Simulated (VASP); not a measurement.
Here is the system:

```
KF
1.0
    0.00000     2.69011     2.69011
    2.69011     0.00000     2.69011
    2.69011     2.69011     0.00000
K F
1 1
Direct
  0.00000   0.00000   0.00000
  0.50000   0.50000   0.50000
```

The numbers are results of revTPSS meta-GGA, VASP's PBE PAW potentials (set 64) (plane waves; VASP), not measurements. Run with 520 eV cut-off, 10×10×10 Γ-centred mesh, tetrahedra with Blöchl corrections, potentials K_sv F.

Task: What does the run give for the energy per atom (σ→0), band gap (over mesh and band path) with the smallest direct gap where there is one?

Result: 
band gap (over mesh and band path): 6.46 eV
smallest direct gap (over mesh and band path): 6.46 eV
energy per atom (σ→0): -5.220 eV/atom

Only differences to runs with the same potentials and settings are physical.

The compound is KF in the rock salt structure. It was relaxed first.
